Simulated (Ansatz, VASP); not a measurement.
# BeSi: VASP beside Ansatz

The input INCAR:

```
PREC     = Accurate       # precision mode
ENCUT    = 520            # plane-wave cutoff, eV
EDIFF    = 1E-6           # SCF threshold, eV
ISMEAR   = 0              # smearing method
SIGMA    = 0.1            # smearing width, eV
LREAL    = False          # projectors in reciprocal space
LASPH    = True           # aspherical terms in the spheres
NELM     = 60             # most SCF steps
ALGO     = Normal         # electronic algorithm
ISIF     = 2              # what is computed and relaxed
LWAVE    = False          # write WAVECAR
LCHARG   = False          # write CHGCAR
GGA      = PE             # functional
NBANDS   = 10             # bands
```

KPOINTS

```
regular mesh
0
Gamma
  6 6 2
```

Contents of POSCAR:

```
BeSi
1.0
    2.4844569000      0.0000000000      0.0000000000
   -1.2422284500      2.1516027900      0.0000000000
    0.0000000000      0.0000000000      8.1142362200
Be Si
1 1
Direct
    0.0000000000      0.0000000000      0.0000000000
    0.0000000000      0.0000000000      0.5000000000
```

Input for Ansatz:

```yaml
crystal:
  lattice:
    - [2.4844569, 0.0, 0.0]
    - [-1.24222845, 2.15160279, 0.0]
    - [0.0, 0.0, 8.11423622]
  atoms:
    - { symbol: Be, position: [0.0, 0.0, 0.0] }
    - { symbol: Si, position: [0.0, 0.0, 0.5] }
basis:
  ecutwfc: 420
kpoints:
  mp_grid: { grid: [6, 6, 2] }
hamiltonian:
  xc: pbe
scf:
  occupations: { method: gaussian, width: 0.1 }
  lower_state_search: "off"
output:
  forces: true
  stress: true
  eigenvalues: true
```

Change from the starting cell: ordered superstructure of hcp with vacancies (P6/mmm, No. 191).

Alike in both runs: task single point; functional PBE; k mesh 6 × 6 × 2; occupations gaussian, width 0.1 eV; no spin polarisation.

```csv
,VASP,Ansatz
version,VASP 6.6.1,Ansatz 0.2.0
potentials or method,"VASP PAW PBE potentials, release 64 (Be, Si)","scalar-relativistic, plane waves, PAW"
plane-wave cutoff (eV),520,420
valence electrons in the cell,6,6
```

VASP gave:

- gap on the k mesh at the Fermi level (eV): none
- pressure (GPa): -5.8
- largest component of the traceless stress (GPa): 2.64

Question: Which values does Ansatz return?

Answer: gap on the k mesh at the Fermi level (eV): none; pressure (GPa): -5.8; largest component of the traceless stress (GPa): 2.62.

A gap of «none» marks a metal or a gap that the smearing closes.

Caveats: the k mesh is coarse (spacing up to 0.49 Å⁻¹), so the values aren't converged.
